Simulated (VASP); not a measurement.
Input:

```
Rb
1.0
   -2.84620     2.84620     2.84620
    2.84620    -2.84620     2.84620
    2.84620     2.84620    -2.84620
Rb
1
Cartesian
  0.00000   0.00000   0.00000
```

Computed with r2SCAN+rVV10, VASP's PBE PAW potentials (set 64) (plane waves; VASP). Run with 520 eV cut-off, 10×10×10 Γ-centred mesh, tetrahedra with Blöchl corrections, potentials Rb_sv.

Q: Predict the energy per atom (σ→0), band gap (over mesh and band path) with the smallest direct gap where there is one.

A: 
```
Quantity                                                               Value
----------------------------------  ----------------------------------------
band gap (over mesh and band path)  none (metal, semimetal or under 0.01 eV)
energy per atom (σ→0)                                -1314.5 kJ/mol of atoms
```

Total energies compare only between runs with the same potentials, cut-off and functional.

The compound is Rb in the bcc structure. It was relaxed first.
